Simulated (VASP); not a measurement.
Computed with PBE GGA, VASP's PBE PAW potentials (set 64) (plane waves; VASP).

Input for VASP

File POSCAR:
```
PtSe2 monolayer
1.0
  3.7578037575   0.0000000000   0.0000000000
 -1.8789018788   3.2543537653   0.0000000000
  0.0000000000   0.0000000000  22.5831333196
Se Pt
2 1
Direct
  0.6666670000   0.3333330000   0.4303200000
  0.3333330000   0.6666670000   0.5696800000
  0.0000000000   0.0000000000   0.5000000000
```

INCAR:
```
ALGO = Normal
EDIFF = 1E-5
EDIFFG = -0.03
ENCUT = 400
GGA = PE
IBRION = 2
ISIF = 4
ISMEAR = 0
LASPH = .True.
LCHARG = .False.
LMAXMIX = 6
LREAL = .False.
LWAVE = .True.
NELM = 100
NELMIN = 4
NSW = 50
PREC = Normal
SIGMA = 0.05
SYSTEM = PtSe2 monolayer
```

File KPOINTS:
```
Automatic mesh
0
Gamma
12 12 1
0 0 0
```

POTCAR, in this order: Se Pt (PBE.64 set). Program: vasp_std.

Output

### OUTCAR
```
 ion  position               nearest neighbor table
   1  0.667  0.333  0.430-   3 2.68   3 2.68   3 2.68
   2  0.333  0.667  0.570-   3 2.68   3 2.68   3 2.68
   3  0.000  0.000  0.500-   1 2.68   2 2.68   1 2.68   2 2.68   1 2.68   2 2.68
  LATTYP: Found a hexagonal cell.
 ALAT       =     3.7578037575
 C/A-ratio  =     6.0096627650
 Subroutine PRICEL returns:
 Original cell was already a primitive cell.
 Subroutine GETGRP returns: Found 12 space group operations
The static configuration has the point symmetry D_3d.
The dynamic configuration has the point symmetry D_3d.
 Subroutine INISYM returns: Found 12 space group operations
 Subroutine IBZKPT returns following result:
 Found     19 irreducible k-points:

 Following reciprocal coordinates:
            Coordinates               Weight
  0.000000  0.000000  0.000000      1.000000
  0.083333  0.000000  0.000000      6.000000
  0.166667 -0.000000  0.000000      6.000000
  0.250000  0.000000  0.000000      6.000000
  0.333333 -0.000000  0.000000      6.000000
  0.416667  0.000000  0.000000      6.000000
  0.500000  0.000000  0.000000      3.000000
...
```

File OSZICAR:
```
...
DAV:   4    -0.142067221323E+02    0.15771E-01   -0.23794E-02   745   0.117E+00    0.448E-01
DAV:   5    -0.142013815346E+02    0.53406E-02   -0.10948E-02   752   0.741E-01    0.157E-01
DAV:   6    -0.142016870124E+02   -0.30548E-03   -0.10772E-03   682   0.230E-01    0.524E-02
DAV:   7    -0.142020413262E+02   -0.35431E-03   -0.39161E-04   724   0.102E-01    0.336E-02
DAV:   8    -0.142028429269E+02   -0.80160E-03   -0.83944E-04   703   0.145E-01    0.222E-02
DAV:   9    -0.142033365793E+02   -0.49365E-03   -0.32937E-04   759   0.842E-02    0.123E-02
DAV:  10    -0.142035115383E+02   -0.17496E-03   -0.38049E-05   667   0.309E-02    0.762E-03
DAV:  11    -0.142036308820E+02   -0.11934E-03   -0.26051E-05   594   0.172E-02    0.336E-03
DAV:  12    -0.142036789729E+02   -0.48091E-04   -0.56290E-06   621   0.858E-03    0.236E-03
DAV:  13    -0.142036915422E+02   -0.12569E-04   -0.79938E-07   523   0.377E-03    0.688E-04
DAV:  14    -0.142036928485E+02   -0.13064E-05   -0.16601E-07   586   0.184E-03
   3 F= -.14203693E+02 E0= -.14203693E+02  d E =-.600286E+00
       N       E                     dE             d eps       ncg     rms          rms(c)
DAV:   1    -0.142152401443E+02   -0.11549E-01   -0.77433E-01   570   0.582E+00    0.438E-01
DAV:   2    -0.142113721456E+02    0.38680E-02   -0.47483E-02   710   0.147E+00    0.277E-01
DAV:   3    -0.142102021373E+02    0.11700E-02   -0.34689E-03   752   0.595E-01    0.147E-01
DAV:   4    -0.142095663310E+02    0.63581E-03   -0.10463E-03   766   0.217E-01    0.694E-02
DAV:   5    -0.142093976928E+02    0.16864E-03   -0.28512E-04   780   0.100E-01    0.268E-02
DAV:   6    -0.142093746052E+02    0.23088E-04   -0.28204E-05   622   0.417E-02    0.813E-03
DAV:   7    -0.142093797569E+02   -0.51518E-05   -0.12225E-05   551   0.219E-02
   4 F= -.14209380E+02 E0= -.14209380E+02  d E =-.605973E+00
       N       E                     dE             d eps       ncg     rms          rms(c)
DAV:   1    -0.143395101592E+02   -0.13014E+00   -0.81457E+00   591   0.187E+01    0.200E+00
DAV:   2    -0.142913618522E+02    0.48148E-01   -0.31707E-01   598   0.452E+00    0.824E-01
DAV:   3    -0.142731323290E+02    0.18230E-01   -0.28451E-02   724   0.147E+00    0.443E-01
DAV:   4    -0.142658047993E+02    0.73275E-02   -0.16390E-02   766   0.799E-01    0.213E-01
DAV:   5    -0.142643353933E+02    0.14694E-02   -0.25202E-03   794   0.353E-01    0.772E-02
DAV:   6    -0.142636027601E+02    0.73263E-03   -0.55477E-04   787   0.117E-01    0.282E-02
DAV:   7    -0.142634804690E+02    0.12229E-03   -0.16292E-04   773   0.656E-02    0.189E-02
DAV:   8    -0.142636150596E+02   -0.13459E-03   -0.14494E-04   640   0.553E-02    0.113E-02
DAV:   9    -0.142638436332E+02   -0.22857E-03   -0.37658E-05   569   0.310E-02    0.810E-03
DAV:  10    -0.142639614713E+02   -0.11784E-03   -0.75899E-06   572   0.169E-02    0.463E-03
DAV:  11    -0.142640741603E+02   -0.11269E-03   -0.42053E-06   586   0.109E-02    0.325E-03
DAV:  12    -0.142641072669E+02   -0.33107E-04   -0.10128E-06   628   0.558E-03    0.201E-03
DAV:  13    -0.142641226424E+02   -0.15375E-04   -0.36240E-07   579   0.301E-03    0.505E-04
DAV:  14    -0.142641263360E+02   -0.36936E-05   -0.61759E-08   607   0.110E-03
   5 F= -.14264126E+02 E0= -.14264126E+02  d E =-.547466E-01
       N       E                     dE             d eps       ncg     rms          rms(c)
DAV:   1    -0.144121358077E+02   -0.14801E+00   -0.13990E+01   598   0.246E+01    0.273E+00
DAV:   2    -0.143301982642E+02    0.81938E-01   -0.55651E-01   619   0.596E+00    0.110E+00
DAV:   3    -0.142998572615E+02    0.30341E-01   -0.46922E-02   724   0.184E+00    0.586E-01
DAV:   4    -0.142874512753E+02    0.12406E-01   -0.27708E-02   773   0.102E+00    0.268E-01
DAV:   5    -0.142851990982E+02    0.22522E-02   -0.37480E-03   787   0.420E-01    0.974E-02
DAV:   6    -0.142839985291E+02    0.12006E-02   -0.87458E-04   787   0.143E-01    0.359E-02
DAV:   7    -0.142837395353E+02    0.25899E-03   -0.21783E-04   794   0.741E-02    0.237E-02
DAV:   8    -0.142838006781E+02   -0.61143E-04   -0.27185E-04   689   0.732E-02    0.137E-02
DAV:   9    -0.142841127309E+02   -0.31205E-03   -0.47763E-05   611   0.390E-02    0.104E-02
DAV:  10    -0.142843018797E+02   -0.18915E-03   -0.13728E-05   552   0.229E-02    0.574E-03
DAV:  11    -0.142844315401E+02   -0.12966E-03   -0.41031E-06   579   0.125E-02    0.351E-03
DAV:  12    -0.142844976044E+02   -0.66064E-04   -0.19840E-06   600   0.763E-03    0.246E-03
DAV:  13    -0.142845236449E+02   -0.26040E-04   -0.59920E-07   600   0.386E-03    0.666E-04
DAV:  14    -0.142845327342E+02   -0.90893E-05   -0.19168E-07   579   0.164E-03
   6 F= -.14284533E+02 E0= -.14284533E+02  d E =-.751530E-01
       N       E                     dE             d eps       ncg     rms          rms(c)
DAV:   1    -0.142887181257E+02   -0.41945E-02   -0.35834E-01   591   0.390E+00    0.407E-01
DAV:   2    -0.142863739357E+02    0.23442E-02   -0.14677E-02   696   0.963E-01    0.176E-01
DAV:   3    -0.142854571049E+02    0.91683E-03   -0.13610E-03   787   0.305E-01    0.922E-02
DAV:   4    -0.142851004762E+02    0.35663E-03   -0.68606E-04   787   0.164E-01    0.410E-02
DAV:   5    -0.142850790598E+02    0.21416E-04   -0.86719E-05   773   0.685E-02    0.152E-02
DAV:   6    -0.142851193097E+02   -0.40250E-04   -0.22991E-05   538   0.248E-02    0.560E-03
DAV:   7    -0.142851793738E+02   -0.60064E-04   -0.80655E-06   565   0.122E-02    0.348E-03
DAV:   8    -0.142852692485E+02   -0.89875E-04   -0.25100E-05   609   0.184E-02    0.248E-03
DAV:   9    -0.142853120371E+02   -0.42789E-04   -0.73912E-06   614   0.958E-03    0.154E-03
DAV:  10    -0.142853302535E+02   -0.18216E-04   -0.20240E-06   593   0.486E-03    0.122E-03
DAV:  11    -0.142853424719E+02   -0.12218E-04   -0.11431E-06   572   0.374E-03    0.750E-04
DAV:  12    -0.142853450831E+02   -0.26112E-05   -0.13985E-07   614   0.147E-03
   7 F= -.14285345E+02 E0= -.14285345E+02  d E =-.759653E-01
       N       E                     dE             d eps       ncg     rms          rms(c)
DAV:   1    -0.143258939994E+02   -0.40552E-01   -0.13590E+00   654   0.829E+00    0.713E-01
DAV:   2    -0.143026342064E+02    0.23260E-01   -0.67269E-02   710   0.215E+00    0.434E-01
DAV:   3    -0.142982157594E+02    0.44184E-02   -0.13673E-02   745   0.996E-01    0.219E-01
DAV:   4    -0.142959127387E+02    0.23030E-02   -0.48402E-03   787   0.431E-01    0.103E-01
DAV:   5    -0.142955162190E+02    0.39652E-03   -0.60884E-04   794   0.169E-01    0.488E-02
DAV:   6    -0.142953713862E+02    0.14483E-03   -0.77957E-05   780   0.691E-02    0.188E-02
DAV:   7    -0.142953187719E+02    0.52614E-04   -0.71474E-05   780   0.397E-02    0.116E-02
DAV:   8    -0.142953656076E+02   -0.46836E-04   -0.60654E-05   654   0.349E-02    0.812E-03
DAV:   9    -0.142954365703E+02   -0.70963E-04   -0.87575E-06   502   0.138E-02    0.360E-03
DAV:  10    -0.142955168357E+02   -0.80265E-04   -0.55773E-06   538   0.871E-03    0.326E-03
DAV:  11    -0.142955679660E+02   -0.51130E-04   -0.18729E-06   586   0.587E-03    0.984E-04
DAV:  12    -0.142955898758E+02   -0.21910E-04   -0.58138E-07   586   0.268E-03    0.717E-04
DAV:  13    -0.142955989659E+02   -0.90901E-05   -0.26893E-07   586   0.174E-03
   8 F= -.14295599E+02 E0= -.14295599E+02  d E =-.102539E-01
       N       E                     dE             d eps       ncg     rms          rms(c)
DAV:   1    -0.142974753970E+02   -0.18855E-02   -0.70266E-02   745   0.188E+00    0.159E-01
DAV:   2    -0.142963122706E+02    0.11631E-02   -0.30713E-03   710   0.467E-01    0.963E-02
DAV:   3    -0.142960756445E+02    0.23663E-03   -0.70229E-04   759   0.224E-01    0.491E-02
DAV:   4    -0.142959476506E+02    0.12799E-03   -0.23660E-04   752   0.964E-02    0.232E-02
DAV:   5    -0.142959212998E+02    0.26351E-04   -0.29144E-05   659   0.377E-02    0.104E-02
DAV:   6    -0.142959144921E+02    0.68076E-05   -0.43324E-06   621   0.166E-02
   9 F= -.14295914E+02 E0= -.14295914E+02  d E =-.105694E-01
```

OUTCAR:
```
------------------------ aborting loop because EDIFF is reached ----------------------------------------
  FORCE on cell =-STRESS in cart. coord.  units (eV):
  Direction    XX          YY          ZZ          XY          YZ          ZX
  --------------------------------------------------------------------------------------
  Total       -0.0720420     -0.0720420     -0.0168093      0.0000000     -0.0000000      0.0000000
  in kB       -0.4179393     -0.4179393     -0.0975165      0.0000000     -0.0000000      0.0000000
  external PRESSURE =      -0.3111317 kB  Pullay stress =       0.0000000 kB
  volume of cell :      276.17
      direct lattice vectors                 reciprocal lattice vectors
     3.749671276  0.000000000  0.000000000     0.266690045  0.153973563 -0.000000000
    -1.874835638  3.247310705 -0.000000000    -0.000000000  0.307947126  0.000000000
     0.000000000 -0.000000000 22.681199360    -0.000000000  0.000000000  0.044089379
 POSITION                                       TOTAL-FORCE (eV/Angst)
 -----------------------------------------------------------------------------------
      1.87484      1.08244     10.03277         0.000000     -0.000000      0.008020
     -0.00000      2.16487     12.64843        -0.000000      0.000000     -0.008020
      0.00000     -0.00000     11.34060        -0.000000     -0.000000      0.000000
 -----------------------------------------------------------------------------------
    total drift:                                0.000000      0.000000      0.000000
  FREE ENERGIE OF THE ION-ELECTRON SYSTEM (eV)
  ---------------------------------------------------
  free  energy   TOTEN  =       -14.2959144921 eV

  energy  without entropy=      -14.2959144921  energy(sigma->0) =      -14.29591449

 reached required accuracy - stopping structural energy minimisation
```
(Selected blocks of OUTCAR.)

### CONTCAR
```
PtSe2 monolayer
   1.00000000000000
     3.7496712756623602    0.0000000000143750    0.0000000000000000
    -1.8748356378686228    3.2473107049601344   -0.0000000000000000
     0.0000000000000007   -0.0000000000000001   22.6811993596337800
  Se              Pt
     2     1
Direct
     0.6666669999999968    0.3333330000000032    0.4423384162914730
     0.3333330000000032    0.6666669999999968    0.5576615837085268
     0.0000000000000000    0.0000000000000000    0.5000000000000000
```

### OUTCAR
```
 val. band max:       -3.3023463647   @ k =   0.0833   0.0000   0.0000

 cond. band min:      -1.9076332428   @ k =   0.2500   0.0000   0.0000


 Fermi energy:        -3.0812279276

 k-point     1 :       0.0000    0.0000    0.0000
  band No.  band energies     occupation
      1     -17.1992      2.00000
      2     -15.4327      2.00000
      3      -8.2995      2.00000
      4      -8.2995      2.00000
      5      -8.2545      2.00000
      6      -6.0676      2.00000
      7      -6.0676      2.00000
      8      -4.4847      2.00000
      9      -3.8479      2.00000
     10      -3.3040      2.00000
     11      -3.3040      2.00000
     12      -0.3556      0.00000
     13      -0.3556      0.00000
     14       1.2064      0.00000
     15       1.9293      0.00000

 k-point     2 :       0.0833    0.0000    0.0000
  band No.  band energies     occupation
      1     -17.1271      2.00000
      2     -15.4386      2.00000
      3      -8.3093      2.00000
      4      -8.2548      2.00000
      5      -8.1829      2.00000
      6      -6.1698      2.00000
      7      -6.1221      2.00000
      8      -4.7394      2.00000
      9      -3.7196      2.00000
     10      -3.3410      2.00000
     11      -3.3023      2.00000
     12      -0.8352      0.00000
     13      -0.4649      0.00000
     14       1.4654      0.00000
     15       2.0510      0.00000

 k-point     3 :       0.1667   -0.0000    0.0000
  band No.  band energies     occupation
      1     -16.9201      2.00000
      2     -15.4561      2.00000
      3      -8.3155      2.00000
      4      -8.1353      2.00000
      5      -7.9839      2.00000
      6      -6.5437      2.00000
      7      -6.2351      2.00000
      8      -5.1963      2.00000
      9      -3.4931      2.00000
     10      -3.4354      2.00000
     11      -3.3775      2.00000
     12      -1.6456      0.00000
     13      -0.6617      0.00000
     14       2.0116      0.00000
     15       2.3290      0.00000
...
```

Unless said otherwise, spin-orbit coupling is left out, though it shifts the bands of the heavy elements here.

The cell is a sheet with vacuum, built from PtSe2 (1T layered).
